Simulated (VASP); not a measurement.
Data:

```cif
data_Ca4
_chemical_formula_sum 'Ca4'
_space_group_name_H-M_alt 'Fm-3m'
_space_group_IT_number 225
_space_group_name_Hall '-F 4 2 3'
_cell_length_a 5.62193
_cell_length_b 5.62193
_cell_length_c 5.62193
_cell_angle_alpha 90.000
_cell_angle_beta 90.000
_cell_angle_gamma 90.000
loop_
_atom_site_label
_atom_site_type_symbol
_atom_site_symmetry_multiplicity
_atom_site_Wyckoff_symbol
_atom_site_fract_x
_atom_site_fract_y
_atom_site_fract_z
_atom_site_occupancy
Ca1 Ca 4 a 0.00000 0.00000 0.00000 1
```
(The calculation used a cell of 1 atom; values per cell refer to that cell.)

The numbers are results of RPBE GGA, VASP's PBE PAW potentials (set 64) (plane waves; VASP), not measurements. Settings: 520 eV cut-off, 11×11×11 Γ-centred mesh, first-order Methfessel-Paxton smearing of 0.10 eV, potentials Ca_sv.

Q: Give the energy at these volumes per atom, relative to the lowest: 41.74, 43.07, 44.40, 45.73, 47.06 Å³.

A: 9.0, 2.2, 0.0, 1.8, 7.2 meV/atom. A third-order Birch-Murnaghan fit gives B0 = 16.1 GPa and B0′ = 3.7.

Measured: a 5.553 Å at 0 K (computed value off by +1.2 %), as given by Gábor I. Csonka et al., Physical Review B (2009), arXiv:0903.4037 [low-temperature or extrapolated to 0 K; zero-point anharmonic expansion removed].

The compound is Ca in the fcc structure. It was relaxed first.
